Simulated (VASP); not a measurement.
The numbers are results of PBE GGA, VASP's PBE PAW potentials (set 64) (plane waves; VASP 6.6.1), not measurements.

Input for VASP

File POSCAR:
```
HfN
1
    0.0000000000     2.3169080000     2.2209960000
    2.2507920000     0.0000000000     2.2209960000
    2.2507920000     2.3169080000     0.0000000000
Hf N
1 1
Direct
  0.0000000000   0.0000000000   0.0000000000
  0.4782770000   0.5217230000   0.5217230000
```

**INCAR**
```
LASPH = .TRUE.   # aspherical one-centre terms
EDIFF = 1E-6   # SCF stop (eV)
GGA = PE   # PBE
NELM = 100   # most electronic steps
LMAXMIX = 6
ENCUT = 520   # plane-wave cut-off (eV)
LREAL = .FALSE.   # projection in real space or not
ISIF = 2   # forces and stress, cell fixed
SIGMA = 0.1   # width (eV)
ALGO = Normal
SYSTEM = HfN
ISMEAR = 1   # Methfessel-Paxton
LWAVE = .FALSE.
PREC = Accurate
LCHARG = .FALSE.
```

KPOINTS:
```
Automatic mesh
0
Gamma
13 13 13
0 0 0
```

POTCAR, in this order: Hf_pv N_s (PBE.64 set). Program: vasp_std.

The run wrote:

### OSZICAR
```
       N       E                     dE             d eps       ncg     rms          rms(c)
DAV:   1     0.550071680372E+02    0.55007E+02   -0.81374E+03  7554   0.129E+03
DAV:   2    -0.217828364342E+02   -0.76790E+02   -0.71211E+02  8344   0.328E+02
DAV:   3    -0.247075978981E+02   -0.29248E+01   -0.28672E+01  9973   0.494E+01
DAV:   4    -0.247408634417E+02   -0.33266E-01   -0.32991E-01  9361   0.545E+00
DAV:   5    -0.247415607986E+02   -0.69736E-03   -0.69614E-03  9952   0.552E-01    0.503E+01
DAV:   6    -0.217657127068E+02    0.29758E+01   -0.16154E+01 10849   0.392E+01    0.442E+01
DAV:   7    -0.216985611675E+02    0.67152E-01   -0.68321E-01  8882   0.842E+00    0.294E+01
DAV:   8    -0.216850535127E+02    0.13508E-01   -0.17348E-01  9232   0.546E+00    0.744E+00
DAV:   9    -0.216723036407E+02    0.12750E-01   -0.78974E-02  9952   0.294E+00    0.203E+00
DAV:  10    -0.216718752897E+02    0.42835E-03   -0.47815E-03  9304   0.761E-01    0.238E-01
DAV:  11    -0.216718400744E+02    0.35215E-04   -0.18623E-04  9722   0.156E-01    0.385E-02
DAV:  12    -0.216718386990E+02    0.13755E-05   -0.16668E-05  9078   0.372E-02    0.183E-02
DAV:  13    -0.216718383958E+02    0.30313E-06   -0.33742E-07  5477   0.752E-03
   1 F= -.21671838E+02 E0= -.21671803E+02  d E =-.105650E-03
```

**OUTCAR**
```
------------------------ aborting loop because EDIFF is reached ----------------------------------------
  FORCE on cell =-STRESS in cart. coord.  units (eV):
  Direction    XX          YY          ZZ          XY          YZ          ZX
  --------------------------------------------------------------------------------------
  Total        1.2283167     -1.2073339      1.6764304      0.0000000      0.0000000      0.0000000
  in kB       84.9569733    -83.5056838    115.9509149      0.0000000      0.0000000      0.0000000
  external PRESSURE =      39.1340682 kB  Pullay stress =       0.0000000 kB
  volume of cell :       23.16
      direct lattice vectors                 reciprocal lattice vectors
     0.000000000  2.316908000  2.220996000    -0.222144028  0.215804857  0.225124224
     2.250792000  0.000000000  2.220996000     0.222144028 -0.215804857  0.225124224
     2.250792000  2.316908000  0.000000000     0.222144028  0.215804857 -0.225124224
 POSITION                                       TOTAL-FORCE (eV/Angst)
 -----------------------------------------------------------------------------------
      0.00000      0.00000      0.00000         1.203651      0.000000      0.000000
      2.34858      2.31691      2.22100        -1.203651      0.000000      0.000000
 -----------------------------------------------------------------------------------
    total drift:                                0.000036      0.000000     -0.000000
  FREE ENERGIE OF THE ION-ELECTRON SYSTEM (eV)
  ---------------------------------------------------
  free  energy   TOTEN  =       -21.6718383958 eV

  energy  without entropy=      -21.6717327456  energy(sigma->0) =      -21.67180318
```
(Selected blocks of OUTCAR.)

The compound is HfN in the rock salt structure. The cell was not relaxed at this level, atoms are displaced from their ideal sites. The run is one of a series of settings (POTCAR Hf_pv N_s (PBE.64 set) against the base run), some of them coarse on purpose. The electron count is odd and the run is not spin-polarised, which forces a metal.
